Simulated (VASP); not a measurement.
Here is a VASP 6.6.1 calculation.

The input INCAR:

```
SYSTEM = B17AuN18
PREC = Accurate
ENCUT = 520
EDIFF = 1E-8
ISMEAR = -5
SIGMA = 0.1
LREAL = Auto
LASPH = .True.
NELM = 100
ALGO = Fast
ISIF = 2
LWAVE = .False.
LCHARG = .False.
GGA = PE
IVDW = 13
LEFG = .True.
NBANDS = 100
```

File KPOINTS:

```
Automatic mesh
0
Gamma
  3 3 3
  0 0 0
```

POSCAR

```
B17AuN18
1.0
    7.4947200000      0.0000000000      0.0000000000
   -3.7473600000      6.4906179144      0.0000000000
    0.0000000000      0.0000000000      6.6357000000
Au B N
1 17 18
Direct
    0.1111111111      0.2222222222      0.2500000000
    0.1111111111      0.5555555556      0.2500000000
    0.1111111111      0.8888888889      0.2500000000
    0.4444444444      0.2222222222      0.2500000000
    0.4444444444      0.5555555556      0.2500000000
    0.4444444444      0.8888888889      0.2500000000
    0.7777777778      0.2222222222      0.2500000000
    0.7777777778      0.5555555556      0.2500000000
    0.7777777778      0.8888888889      0.2500000000
    0.2222222222      0.1111111111      0.7500000000
    0.2222222222      0.4444444444      0.7500000000
    0.2222222222      0.7777777778      0.7500000000
    0.5555555556      0.1111111111      0.7500000000
    0.5555555556      0.4444444444      0.7500000000
    0.5555555556      0.7777777778      0.7500000000
    0.8888888889      0.1111111111      0.7500000000
    0.8888888889      0.4444444444      0.7500000000
    0.8888888889      0.7777777778      0.7500000000
    0.1111111111      0.2222222222      0.7500000000
    0.1111111111      0.5555555556      0.7500000000
    0.1111111111      0.8888888889      0.7500000000
    0.4444444444      0.2222222222      0.7500000000
    0.4444444444      0.5555555556      0.7500000000
    0.4444444444      0.8888888889      0.7500000000
    0.7777777778      0.2222222222      0.7500000000
    0.7777777778      0.5555555556      0.7500000000
    0.7777777778      0.8888888889      0.7500000000
    0.2222222222      0.1111111111      0.2500000000
    0.2222222222      0.4444444444      0.2500000000
    0.2222222222      0.7777777778      0.2500000000
    0.5555555556      0.1111111111      0.2500000000
    0.5555555556      0.4444444444      0.2500000000
    0.5555555556      0.7777777778      0.2500000000
    0.8888888889      0.1111111111      0.2500000000
    0.8888888889      0.4444444444      0.2500000000
    0.8888888889      0.7777777778      0.2500000000
```

Potentials or basis: VASP PAW PBE potentials, release 64 (Au, B, N).

The run is started by

```console
$ cat potpaw_PBE.64/Au/POTCAR potpaw_PBE.64/B/POTCAR potpaw_PBE.64/N/POTCAR > POTCAR
$ mpirun -np 1 vasp_std > vasp.out
```

Task: Estimate the dispersion energy per atom.

Result: -0.177 eV.

Task: Predict the largest force.

Result: 47.441 eV/Å.

Stress tensor (GPa, compression positive):
```
60.18  0.00  0.00
 0.00 60.18  0.00
 0.00  0.00 -0.11
```

Caveat: a pressure of tens of GPa on the cell as given is suspect, and the run, the potentials or the cell itself is likely at fault; tetrahedron occupations give inexact forces and stress in metals. The run has no spin-orbit coupling, so splittings on Au are missing.
